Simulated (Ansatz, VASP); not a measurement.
## Cross-check of Al2S3O12 (Al2S3O12 (R-3)) between VASP and Ansatz

Aim: how closely do two programs agree when they are given the same cell, functional and k mesh? Of the first pair: The structure shown is the start of the Ansatz relaxation below; VASP solves that cell, so the two are compared at the walk's first step.

Calculated with Ansatz 0.2.0; plane waves, with VASP 6.6.1 beside it; single point at PBEsol.

### Step 1. The structure

The structure is trigonal, space group R-3 (No. 148). The conventional cell has a = 8.021 Å, b = 8.021 Å, c = 21.361 Å, α = 90.00°, β = 90.00°, γ = 120.00°. Nearest to Al lie 6 O at 1.87 Å. Nearest to Al lie 6 O at 1.88 Å. Nearest to S lie 4 O at 1.45 to 1.47 Å. Nearest to O lie 1 S at 1.46 Å and 1 Al at 1.88 Å. O has 1 S at 1.45 Å and 1 Al at 1.87 Å nearest. O has 1 S at 1.46 Å and 1 Al at 1.87 Å nearest. Farther neighbours and most contacts between anions are not listed.

### Step 2. Ansatz: relaxation, PBEsol

Ansatz runs on its default PAW (the set named soft_2) files.

The two programs are compared at the cell with which this relaxation starts, whose forces are those of its first step.

The input, input.yaml:

```yaml
crystal:
  lattice:
    - [4.0106512, 2.3155506, 7.1201826]
    - [-4.0106512, 2.3155506, 7.1201826]
    - [0.0, -4.6311011, 7.1201826]
  atoms:
    - { symbol: Al, position: [0.85661695, 0.85661695, 0.85661695] }
    - { symbol: Al, position: [0.14338305, 0.14338305, 0.14338305] }
    - { symbol: Al, position: [0.64808845, 0.64808845, 0.64808845] }
    - { symbol: Al, position: [0.35191155, 0.35191155, 0.35191155] }
    - { symbol: S, position: [0.03625099, 0.46060602, 0.75155629] }
    - { symbol: S, position: [0.46060602, 0.75155629, 0.03625099] }
    - { symbol: S, position: [0.75155629, 0.03625099, 0.46060602] }
    - { symbol: S, position: [0.53939398, 0.24844371, 0.96374901] }
    - { symbol: S, position: [0.96374901, 0.53939398, 0.24844371] }
    - { symbol: S, position: [0.24844371, 0.96374901, 0.53939398] }
    - { symbol: O, position: [0.45393442, 0.81582634, 0.52403916] }
    - { symbol: O, position: [0.81582634, 0.52403916, 0.45393442] }
    - { symbol: O, position: [0.52403916, 0.45393442, 0.81582634] }
    - { symbol: O, position: [0.54606558, 0.18417366, 0.47596084] }
    - { symbol: O, position: [0.18417366, 0.47596084, 0.54606558] }
    - { symbol: O, position: [0.47596084, 0.54606558, 0.18417366] }
    - { symbol: O, position: [0.10461777, 0.8881144, 0.73617705] }
    - { symbol: O, position: [0.8881144, 0.73617705, 0.10461777] }
    - { symbol: O, position: [0.73617705, 0.10461777, 0.8881144] }
    - { symbol: O, position: [0.89538223, 0.1118856, 0.26382295] }
    - { symbol: O, position: [0.62079093, 0.79513829, 0.00703503] }
    - { symbol: O, position: [0.00703503, 0.62079093, 0.79513829] }
    - { symbol: O, position: [0.79513829, 0.00703503, 0.62079093] }
    - { symbol: O, position: [0.37920907, 0.20486171, 0.99296497] }
    - { symbol: O, position: [0.99296497, 0.37920907, 0.20486171] }
    - { symbol: O, position: [0.20486171, 0.99296497, 0.37920907] }
    - { symbol: O, position: [0.4805021, 0.77146655, 0.84353615] }
    - { symbol: O, position: [0.84353615, 0.4805021, 0.77146655] }
    - { symbol: O, position: [0.77146655, 0.84353615, 0.4805021] }
    - { symbol: O, position: [0.5194979, 0.22853345, 0.15646385] }
    - { symbol: O, position: [0.15646385, 0.5194979, 0.22853345] }
    - { symbol: O, position: [0.22853345, 0.15646385, 0.5194979] }
    - { symbol: O, position: [0.26382295, 0.89538223, 0.1118856] }
    - { symbol: O, position: [0.1118856, 0.26382295, 0.89538223] }
basis:
  ecutwfc: 420
  xc_grid: 2
hamiltonian:
  xc: pbesol
kpoints:
  mp_grid: { grid: [4, 4, 4] }
scf:
  occupations: { method: fermi_dirac, width: 0.01 }
  max_iter: 150
output:
  forces: true
  stress: true
relax:
  f_tol: 0.01
  max_steps: 60
  cell: {}
checkpoint:
  write: "../pbesol.run"
  compress: false
  write_wavefunctions: false
  write_every: 100000
```

Run with:

```bash
$ ansatz run input.yaml --threads 4 --pin off --max-ram 6594MiB --backend cpu --events-out ev --progress --plain --runs-dir out
```

Numbers of over 12 decimals in the logs are rounded to 6 here.

Log:

```text
Engine: ansatz 0.2.0, x86_64-unknown-linux-gnu
Pseudopotentials: kind: paw
Pseudopotential: Al, paw, valence charge 3, recommended cutoff 420 eV (normal), Al.paw.azcp
Pseudopotential: S, paw, valence charge 6, recommended cutoff 420 eV (normal), S.paw.azcp
Pseudopotential: O, paw, valence charge 6, recommended cutoff 420 eV (normal), O.paw.azcp
Functional definition: PBEsol
  exchange = pbesol_x
  correlation = pbesol_c
Crystal: 34 atoms, lattice volume = 396.745 Å³
Basis set: ecut = 420 eV, 7793 PW (Γ), exchange–correlation on 120×120×120 points (8 copies of the dense FFT grid, shifted against one another)
Bands: 130, of which v1, the nominal top of the filled ones, is band 96 counted from 1 (95 counted from 0)
Symmetry: 6 space group operations
Space group: R-3 (ITA 148), of the structure as read, at distance tolerance 7.3e-5 Å
k-points: 14 of 64
Non-local potential: Al, projectors of the file, l = 0: 2, l = 1: 2, l = 2: 1
Non-local potential: S, projectors of the file, l = 0: 2, l = 1: 2, l = 2: 2
Non-local potential: O, projectors of the file, l = 0: 2, l = 1: 2, l = 2: 1
PAW form: soft (Blöchl's): semilocal exchange-correlation on the pseudo side does not see the compensation charge
PAW frozen core: Al, regenerated for the run's functional, and the local potential with it (the file was generated under x = pbe(κ = 0.804, μ = 0.219515), c = pbe(β = 0.066725))
PAW frozen core: S, regenerated for the run's functional, and the local potential with it (the file was generated under x = pbe(κ = 0.804, μ = 0.219515), c = pbe(β = 0.066725))
PAW frozen core: O, regenerated for the run's functional, and the local potential with it (the file was generated under x = pbe(κ = 0.804, μ = 0.219515), c = pbe(β = 0.066725))
PAW one-centre angular grid: Al, 110 points (default); XC on 64 Gauss nodes
PAW one-centre angular grid: S, 110 points (default); XC on 64 Gauss nodes
PAW one-centre angular grid: O, 110 points (default); XC on 64 Gauss nodes
Initial density: superposition of atomic densities (neutral atoms: chi_scale 0, normalization atom), corrected by the library's trained network
Initial wavefunctions: pseudopotential atomic-orbital guess
Functional: x = pbesol(κ = 0.804, μ = 0.123457), c = pbesol(β = 0.046)
SCF iter   1: F=—  HF=-20872.521754 eV  |F-HF|=—  |Δ(HF+E_count)|=         —  Δρ=1.10e-2  dr2=3.38e-1  ethr=1.77e-3  ⟨swp⟩=6.0  Hψ=8673  notcnv=0  defer=95
preconditioner: auto → Resta (q_TF=auto, 2.417 Å⁻¹)  ε∞=3.1  [insulator: Δε(μ)=6.434 eV  Ē_g=17.630 eV  σ=0.010 eV  W_gap=1.00  n_scr=100 (ndim 8)  ℏωp=25.8 eV  f_vac=0.163  D(μ)=0.00/eV (n_scr^D=0)  ε∞_Penn≈3.1]
SCF iter   2: F=—  HF=-20872.410328 eV  |F-HF|=—  |Δ(HF+E_count)|=   1.11e-1  Δρ=1.63e-3  dr2=9.26e-3  ethr=1.76e-4  ⟨swp⟩=2.0  Hψ=3123  notcnv=0  defer=410
SCF iter   3: F=—  HF=-20872.424301 eV  |F-HF|=—  |Δ(HF+E_count)|=   1.40e-2  Δρ=8.53e-4  dr2=2.29e-3  ethr=4.82e-6  ⟨swp⟩=2.1  Hψ=2486  notcnv=0  defer=410
SCF iter   4: F=—  HF=-20872.426787 eV  |F-HF|=—  |Δ(HF+E_count)|=   2.49e-3  Δρ=1.75e-4  dr2=1.18e-4  ethr=1.19e-6  ⟨swp⟩=3.0  Hψ=2819  notcnv=0  defer=410
SCF iter   5: F=—  HF=-20872.426889 eV  |F-HF|=—  |Δ(HF+E_count)|=   1.03e-4  Δρ=6.42e-5  dr2=1.70e-5  ethr=6.16e-8  ⟨swp⟩=2.0  Hψ=2356  notcnv=0  defer=410
SCF iter   6: F=—  HF=-20872.426953 eV  |F-HF|=—  |Δ(HF+E_count)|=   6.37e-5  Δρ=4.79e-5  dr2=7.55e-6  ethr=8.86e-9  ⟨swp⟩=2.0  Hψ=2669  notcnv=0  defer=410
SCF iter   7: F=—  HF=-20872.426954 eV  |F-HF|=—  |Δ(HF+E_count)|=   1.35e-6  Δρ=7.24e-6  dr2=2.61e-7  ethr=3.93e-9  ⟨swp⟩=2.0  Hψ=2559  notcnv=0  defer=410
SCF iter   8: F=-20872.426955 eV  HF=-20872.426955 eV  |F-HF|=8.96e-9  |Δ(HF+E_count)|=   4.70e-7  Δρ=2.42e-6  dr2=2.06e-8  ethr=5.21e-11  ⟨swp⟩=4.0  Hψ=5600  notcnv=0
SCF 1 converged in 8 iterations: F = -20872.426955 eV  dr2 = 2.06e-8
  greatest PAW one-centre occupation: 0.870 electrons in one spin orbital (limit 2), on the O atom at site 33 (counted from 0), in its partial waves of l = 0
relax step   1: F+E_penalty+E_count = -20872.42695457 eV  Δ(F+E_penalty+E_count) = +0.000e0 eV  max|allowed force component| = 8.109e-1 eV/Å  Δτ_max = 0.0000 Å  P = +4.760 GPa  Ω = 396.745 Å³  (8 SCF iters, dr2 threshold 1.00e-7 eV, accepted)
[...]
relax step   8: F+E_penalty+E_count = -20872.58060795 eV  Δ(F+E_penalty+E_count) = +4.549e-3 eV  max|allowed force component| = 8.535e-3 eV/Å  Δτ_max = 0.0064 Å  P = +0.020 GPa  Ω = 404.329 Å³  energy of the carried Pulay correction = -4.968e-3 eV  (6 SCF iters, dr2 threshold 8.00e-8 eV, accepted)
[...]
relax step   9: F+E_penalty+E_count = -20872.58508720 eV  Δ(F+E_penalty+E_count) = -4.479e-3 eV  max|allowed force component| = 8.575e-3 eV/Å  Δτ_max = 0.0000 Å  P = +0.029 GPa  Ω = 404.329 Å³  stress off target by 3.14e-2 GPa  SCF on the basis re-selected at this cell (its energy is not comparable with the rows above)  (6 SCF iters)
basis re-selected at this cell: Δ(F+E_penalty+E_count) = -4.479e-3 eV, ΔP = +0.009 GPa vs the last step (what re-selecting the basis moved, of the pressure what is left beyond the Pulay correction that the steps carried, after the strain that the cell walked since its last selection, with what the two solves' SCF thresholds leave and, on support functions, any second-order correction that the steps lacked; it is no m [...]
SCF converged after 6 iterations
Free energy (F): -20872.585087 eV
Harris-Foulkes:  -20872.585087 eV  (|F-HF|=4.66e-10)
Internal energy: -20872.585087 eV  (E = F + TS)
E sigma→0 (E₀):  -20872.585087 eV
Fermi energy:    6.067284 eV
--- Per-component energies (eV) ---
  E_band       = -948.166913
  E_kinetic    = 5068.051747
  E_local      = -12945.557757  (includes V_loc(G=0)·N_el)
  E_nonlocal   = 1355.929765
  E_hartree    = 4700.802039
  E_xc         = -2491.306651
  E_vxc        = -2897.542005  (∫ρ·V_xc dr)
  E_paw        = -9003.404881  (= ΣΔE_a)
  E_vpaw       = -930.713166  (= ΣTr[D̂ρ^β])
  E_aug_tail   = 0.060487  (compensation charges beyond the density's cutoff)
  E_ewald      = -7558.454998
  E_core_change = 1.295162  (= ΣΔE_core)
  E_smearing   = -0.000000  (= −TS)
  E_closure    = -0.000000  (closes the sum)
  Σ components = -20872.585087   (vs F -20872.585087, Δ=0.00e0)
--- Forces (eV/Å), atoms counted from 1 ---
  atom   1  Al    -0.00000000     0.00000000     0.00395113
  atom   2  Al     0.00000000    -0.00000000    -0.00395113
  atom   3  Al    -0.00000000     0.00000000     0.00413205
  atom   4  Al     0.00000000    -0.00000000    -0.00413205
  atom   5  S      0.00857461    -0.00108118    -0.00073254
  atom   6  S     -0.00522363    -0.00688525    -0.00073254
  atom   7  S     -0.00335098     0.00796642    -0.00073254
  atom   8  S      0.00522363     0.00688525     0.00073254
  atom   9  S     -0.00857461     0.00108118     0.00073254
  atom  10  S      0.00335098    -0.00796642     0.00073254
  atom  11  O      0.00024770     0.00472913    -0.00287724
  atom  12  O      0.00397169    -0.00257908    -0.00287724
  atom  13  O     -0.00421939    -0.00215004    -0.00287724
  atom  14  O     -0.00024770    -0.00472913     0.00287724
  atom  15  O     -0.00397169     0.00257908     0.00287724
  atom  16  O      0.00421939     0.00215004     0.00287724
  atom  17  O     -0.00204678    -0.00550493     0.00245724
  atom  18  O     -0.00374402     0.00452503     0.00245724
  atom  19  O      0.00579080     0.00097990     0.00245724
  atom  20  O      0.00204678     0.00550493    -0.00245724
  atom  21  O      0.00120417    -0.00125728     0.00213757
  atom  22  O      0.00048676     0.00167148     0.00213757
  atom  23  O     -0.00169092    -0.00041420     0.00213757
  atom  24  O     -0.00120417     0.00125728    -0.00213757
  atom  25  O     -0.00048676    -0.00167148    -0.00213757
  atom  26  O      0.00169092     0.00041420    -0.00213757
  atom  27  O      0.00131684     0.00365716    -0.00325432
  atom  28  O     -0.00382561    -0.00068816    -0.00325432
  atom  29  O      0.00250877    -0.00296900    -0.00325432
  atom  30  O     -0.00131684    -0.00365716     0.00325432
  atom  31  O      0.00382561     0.00068816     0.00325432
  atom  32  O     -0.00250877     0.00296900     0.00325432
  atom  33  O     -0.00579080    -0.00097990    -0.00245724
  atom  34  O      0.00374402    -0.00452503    -0.00245724
  max |Σ_I F_I| component: 2.60e-18 eV/Å
--- Stress (GPa, compression-positive) ---
        0.031441      -0.000000       0.000000
        0.000000       0.031441      -0.000000
       -0.000000      -0.000000       0.024215
  P = ⅓ Tr σ = 0.0290 GPa (0.290 kbar)
--- Relaxed structure (7 steps of the walk, 6 accepted, 2 SCFs on fresh bases) ---
  F+E_penalty+E_count = -20872.58508720 eV   max|allowed force component| = 8.575e-3 eV/Å   (the final SCF, on the basis selected at the relaxed cell)
  cell:  # Å, volume = 404.3286 Å³
    - [4.029493, 2.326429, 7.188580]
    - [-4.029493, 2.326429, 7.188580]
    - [-1.2857609335854704e-18, -4.652857, 7.188580]
  atoms:
    - { symbol: Al, position: [0.855955, 0.855955, 0.855955] }
    - { symbol: Al, position: [0.144045, 0.144045, 0.144045] }
    - { symbol: Al, position: [0.648903, 0.648903, 0.648903] }
    - { symbol: Al, position: [0.351097, 0.351097, 0.351097] }
    - { symbol: S, position: [0.036288, 0.460539, 0.751467] }
    - { symbol: S, position: [0.460539, 0.751467, 0.036288] }
    - { symbol: S, position: [0.751467, 0.036288, 0.460539] }
    - { symbol: S, position: [0.539461, 0.248533, 0.963712] }
    - { symbol: S, position: [0.963712, 0.539461, 0.248533] }
    - { symbol: S, position: [0.248533, 0.963712, 0.539461] }
    - { symbol: O, position: [0.455110, 0.815864, 0.524654] }
    - { symbol: O, position: [0.815864, 0.524654, 0.455110] }
    - { symbol: O, position: [0.524654, 0.455110, 0.815864] }
    - { symbol: O, position: [0.544890, 0.184136, 0.475346] }
    - { symbol: O, position: [0.184136, 0.475346, 0.544890] }
    - { symbol: O, position: [0.475346, 0.544890, 0.184136] }
    - { symbol: O, position: [0.103869, 0.887199, 0.736994] }
    - { symbol: O, position: [0.887199, 0.736994, 0.103869] }
    - { symbol: O, position: [0.736994, 0.103869, 0.887199] }
    - { symbol: O, position: [0.896131, 0.112801, 0.263006] }
    - { symbol: O, position: [0.621675, 0.792848, 0.00874944] }
    - { symbol: O, position: [0.00874944, 0.621675, 0.792848] }
    - { symbol: O, position: [0.792848, 0.00874944, 0.621675] }
    - { symbol: O, position: [0.378325, 0.207152, 0.991251] }
    - { symbol: O, position: [0.991251, 0.378325, 0.207152] }
    - { symbol: O, position: [0.207152, 0.991251, 0.378325] }
    - { symbol: O, position: [0.479922, 0.773900, 0.842339] }
    - { symbol: O, position: [0.842339, 0.479922, 0.773900] }
    - { symbol: O, position: [0.773900, 0.842339, 0.479922] }
    - { symbol: O, position: [0.520078, 0.226100, 0.157661] }
    - { symbol: O, position: [0.157661, 0.520078, 0.226100] }
    - { symbol: O, position: [0.226100, 0.157661, 0.520078] }
    - { symbol: O, position: [0.263006, 0.896131, 0.112801] }
    - { symbol: O, position: [0.112801, 0.263006, 0.896131] }
```

The column dr2 measures how far the density is from self-consistency, as an energy; F and HF (Harris–Foulkes) agree once it is small.

### Step 3. VASP: single point, PBEsol, start cell, pair 1

The same cell, functional, mesh and smearing now go to VASP, with its own data sets.

Lines of VASP's logs that name or quote its potential files are left out, and so is its time.

The input, INCAR:

```
SYSTEM = Al2S3O12
PREC = Accurate
ENCUT = 520
EDIFF = 1E-06
NELM = 120
ISMEAR = -1
SIGMA = 0.01
LREAL = Auto
ALGO = Normal
GGA = PS
NBANDS = 120
LORBIT = 11
LWAVE = .FALSE.
LCHARG = .FALSE.
ISIF = 2
LASPH = .TRUE.
GGA_COMPAT = .FALSE.
EFERMI = MIDGAP
KPAR = 4
```

The input, POSCAR:

```
Al2S3O12
1.0
    4.0106510000      2.3155510000      7.1201830000
   -4.0106510000      2.3155510000      7.1201830000
    0.0000000000     -4.6311010000      7.1201830000
Al S O
4 6 24
Direct
    0.8566167495      0.8566167495      0.8566169344
    0.1433828808      0.1433828808      0.1433830657
    0.6480882608      0.6480882608      0.6480884457
    0.3519113695      0.3519113695      0.3519115544
    0.0362508317      0.4606058193      0.7515563275
    0.4606058193      0.7515561426      0.0362510166
    0.7515561426      0.0362508317      0.4606060042
    0.5393938109      0.2484434876      0.9637489834
    0.9637487985      0.5393938109      0.2484436725
    0.2484434876      0.9637487985      0.5393939958
    0.4539342302      0.8158261515      0.5240391410
    0.8158261514      0.5240389561      0.4539344151
    0.5240389561      0.4539342302      0.8158263364
    0.5460654000      0.1841734788      0.4759608590
    0.1841734788      0.4759606741      0.5460655849
    0.4759606741      0.5460654000      0.1841736637
    0.1046175577      0.8881142496      0.7361770378
    0.8881142496      0.7361768529      0.1046177426
    0.7361768529      0.1046175577      0.8881144345
    0.8953820725      0.1118853806      0.2638229623
    0.6207907761      0.7951380531      0.0070350002
    0.0070348153      0.6207907761      0.7951382380
    0.7951380531      0.0070348153      0.6207909610
    0.3792088541      0.2048615772      0.9929649999
    0.9929648150      0.3792088541      0.2048617621
    0.2048615772      0.9929648150      0.3792090390
    0.4805018848      0.7714663679      0.8435361561
    0.8435359712      0.4805018848      0.7714665528
    0.7714663679      0.8435359712      0.4805020697
    0.5194977454      0.2285332623      0.1564638439
    0.1564636590      0.5194977454      0.2285334472
    0.2285332623      0.1564636590      0.5194979303
    0.2638227774      0.8953820725      0.1118855655
    0.1118853806      0.2638227774      0.8953822574
```

The input, KPOINTS:

```
Automatic mesh
0
Gamma
4 4 4
0 0 0
```

The projector-augmented-wave data sets are Al, S and O (PBE family, release 64).

Run with:

```bash
$ mpirun -np 4 vasp_std
```

Log:

```text
[banner, memory and clock lines left out]
running    4 mpi-ranks, on    1 nodes
[...]
|                                                                             |
|               ----> ADVICE to this user running VASP <----                  |
|                                                                             |
|     You enforced a specific xc type in the INCAR file but a different       |
|     [... a line on the potential file left out ...]
|     I HOPE YOU KNOW WHAT YOU ARE DOING!                                     |
|                                                                             |

 LDA part: xc-table for (Slater+PW92), standard interpolation
 POSCAR, INCAR and KPOINTS ok, starting setup
[...]
entering main loop
       N       E                     dE             d eps       ncg     rms          rms(c)
DAV:   1     0.136612469932E+04    0.13661E+04   -0.10490E+05  3400   0.152E+03
DAV:   2    -0.165570883667E+03   -0.15317E+04   -0.14928E+04  4080   0.354E+02
DAV:   3    -0.262968800857E+03   -0.97398E+02   -0.96844E+02  4008   0.968E+01
DAV:   4    -0.264722581589E+03   -0.17538E+01   -0.17454E+01  4184   0.134E+01
[...]
DAV:  13    -0.233512076133E+03   -0.42144E-04   -0.40887E-05  4040   0.278E-02    0.122E-02
DAV:  14    -0.233512085990E+03   -0.98572E-05   -0.95949E-06  3904   0.115E-02    0.475E-03
DAV:  15    -0.233512086847E+03   -0.85726E-06   -0.20911E-06  2904   0.593E-03
   1 F= -.23351209E+03 E0= -.23351209E+03  d E =0.000000E+00
```

OUTCAR, selected parts (step 3):

```text
  Total        8.3185637      8.3185653      8.2321215      0.0000005      0.0000004      0.0000000
  in kB       33.5928895     33.5928962     33.2438097      0.0000021      0.0000016      0.0000000
  external PRESSURE =      33.4765318 kB  Pullay stress =       0.0000000 kB

 POSITION                                       TOTAL-FORCE (eV/Angst)
 -----------------------------------------------------------------------------------
      0.00000      0.00000     18.29781        -0.000000     -0.000000     -0.050716
      0.00000     -0.00000      3.06274        -0.000000      0.000000      0.050716
      0.00000     -0.00000     13.84352        -0.000000      0.000000      0.032126
      0.00000     -0.00000      7.51702        -0.000000     -0.000000     -0.032126
     -1.70194     -2.33004      8.88893        -0.109173      0.030229     -0.032958
     -1.16690      2.63894      8.88893         0.080765      0.079432     -0.032958
      2.86884     -0.30891      8.88893         0.028407     -0.109661     -0.032958
      1.16690     -2.63894     12.47161        -0.080765     -0.079432      0.032958
      1.70194      2.33004     12.47161         0.109173     -0.030229      0.032958
     -2.86884      0.30890     12.47161        -0.028407      0.109661      0.032958
     -1.45142      0.51332     12.77218         0.489619      0.068106      0.066162
      1.17026      1.00031     12.77218        -0.185828     -0.458075      0.066162
      0.28117     -1.51363     12.77218        -0.303791      0.389969      0.066162
      1.45142     -0.51332      8.58836        -0.489619     -0.068106     -0.066162
[...]
-----------------------------------------------------------------------------------
    total drift:                                0.000001      0.026989      0.083555

  FREE ENERGIE OF THE ION-ELECTRON SYSTEM (eV)
  ---------------------------------------------------
  free  energy   TOTEN  =      -233.5120868473 eV

  energy  without entropy=     -233.5120868473  energy(sigma->0) =     -233.51208685

[... 3 further parts left out ...]
[key lines of the parts left out:]
E-fermi :   4.6247
```

The run ends at a pressure of 3.35 GPa, with forces up to 0.56 eV/Å.

[end of part 1 of 2]

[Lines on the potential files, build, host, timing and source positions are cut from VASP's logs without a mark.]

[Logs are printed without paths, hosts, clocks, repeated set-up lines and the standing remarks that a program may print on its own settings, such as how far it seeks lower states.]

[Hosts, paths, dates, database ids (printed as entryN), source tags and the programs' standing remarks are cut or masked in the printed files.]
